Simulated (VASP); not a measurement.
GW runs with VASP on MgS (rock salt), on PBE orbitals with a Kohn-Sham gap of 2.76 eV on the mesh.

```
MgS
1.0
    0.00000     2.60000     2.60000
    2.60000     0.00000     2.60000
    2.60000     2.60000     0.00000
Mg S
1 1
Direct
  0.00000   0.00000   0.00000
  0.50000   0.50000   0.50000
```

Run with PREC = Normal, 500 eV cut-off, 4×4×4 Γ-centred mesh, Gaussian smearing of 0.010 eV, potentials Mg_sv_GW S_GW.

The mesh is coarse and the basis finite, so the quasiparticle values are not converged.

```
run                   level  NBANDS  ENCUTGW (eV)  QP gap (eV)  smallest direct QP gap (eV)
-----  --------------------  ------  ------------  -----------  ---------------------------
run 1   G0W0@PBE, 1 step(s)      64           150         4.18                         5.16
run 2   G0W0@PBE, 1 step(s)     160           200         4.29                         5.23
run 3  evGW0@PBE, 4 step(s)     160           200          [?]                          [?]
```

**Question.** Some entries are withheld; supply them.

**Answer.** 
- run 3, QP gap (eV): 4.56
- run 3, smallest direct QP gap (eV): 5.52

Left out are failed runs and those that VASP or the mesh makes unfit.

The compound is MgS in the rock salt structure. The cell was not relaxed at this level.
